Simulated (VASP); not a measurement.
Write the native input for VASP 6.6.1 that does the following.

```yaml
Task: density of states
Functional: PBE
Potentials_or_basis: VASP PAW PBE potentials, release 64 (Ti_sv, Sn_d)
Cutoff: 520 eV
k_mesh: 14 × 14 × 10
Occupations: gaussian, width 0.1 eV
Spin: no spin polarisation
k_mesh_for_the_DOS: 21 × 21 × 15
Occupations_for_the_DOS: tetrahedron
Further_INCAR_settings: ALGO = Normal; EDIFF = 1e-06; NBANDS = 20
```

TiSn:

```
Ti Sn
1.0
     2.00775   -2.40655    0.00000
     2.00775    2.40655    0.00000
     0.00000    0.00000    4.10808
Ti Sn
1 1
Direct
  0.50000 0.50000 0.00000
  0.00000 0.00000 0.50000
```

The cell was built by a generator and needn't be a form met in nature.

These files were run (other wordings do the same):

POSCAR

```
TiSn                                    
1.0
    2.0077486552     -2.4065495849      0.0000000000
    2.0077486552      2.4065495849      0.0000000000
    0.0000000000      0.0000000000      4.1080787267
  Ti              Sn            
     1     1
Direct
     0.5000000000000000    0.5000000000000000    0.0000000000000000
     1.0000000000000000    1.0000000000000000    0.5000000000000000
```

INCAR.step1

```
SYSTEM = TiSn
ALGO     = Normal         ! electronic algorithm
EDIFF    = 1E-6           ! SCF threshold, eV
ENCUT    = 520            ! plane-wave cutoff, eV
GGA      = PE             ! functional
ISIF     = 2              ! what is computed and relaxed
ISMEAR   = 0              ! smearing method
KPAR     = 4            
LASPH    = .TRUE.         ! aspherical terms in the spheres
LCHARG   = .TRUE.         ! write CHGCAR
LMAXMIX  = 4              ! l up to which the mixer works
LREAL    = .FALSE.        ! projectors in reciprocal space
LWAVE    = .FALSE.        ! write WAVECAR
NBANDS   = 20             ! bands
NELM     = 60             ! most SCF steps
PREC     = Accurate       ! precision mode
SIGMA    = 0.1            ! smearing width, eV
```

KPOINTS.step1

```
k-points
0
G
  14 14 10
  0 0 0
```

INCAR.step2

```
SYSTEM = TiSn
ALGO     = Normal         ! electronic algorithm
EDIFF    = 1E-6           ! SCF threshold, eV
ENCUT    = 520            ! plane-wave cutoff, eV
GGA      = PE             ! functional
ICHARG   = 11             ! starting density
ISIF     = 2              ! what is computed and relaxed
ISMEAR   = -5             ! smearing method
KPAR     = 4            
LASPH    = .TRUE.         ! aspherical terms in the spheres
LCHARG   = .FALSE.        ! write CHGCAR
LMAXMIX  = 4              ! l up to which the mixer works
LORBIT   = 10             ! projections on sites
LREAL    = .FALSE.        ! projectors in reciprocal space
LWAVE    = .FALSE.        ! write WAVECAR
NBANDS   = 20             ! bands
NEDOS    = 1001           ! points of the DOS
NELM     = 60             ! most SCF steps
PREC     = Accurate       ! precision mode
SIGMA    = 0.1            ! smearing width, eV
```

KPOINTS.step2

```
k-points
0
G
  21 21 15
  0 0 0
```

Potentials or basis: VASP PAW PBE potentials, release 64 (Ti_sv, Sn_d).

Run with:

```bash
$ cat potpaw_PBE.64/Ti_sv/POTCAR potpaw_PBE.64/Sn_d/POTCAR > POTCAR
$ cp INCAR.step1 INCAR
$ cp KPOINTS.step1 KPOINTS
$ mpirun -np 4 vasp_std > vasp.out
$ cp INCAR.step2 INCAR
$ cp KPOINTS.step2 KPOINTS
$ mpirun -np 4 vasp_std > vasp.out
```

Results of the run:

```
Valence electrons inside the program's atomic spheres : Ti 10.18; Sn 12.44
```

It took 68 s on 4 MPI ranks on Intel(R) Xeon(R) 6975P-C (Granite Rapids) (shared host), peak memory 0.79 GiB a rank.
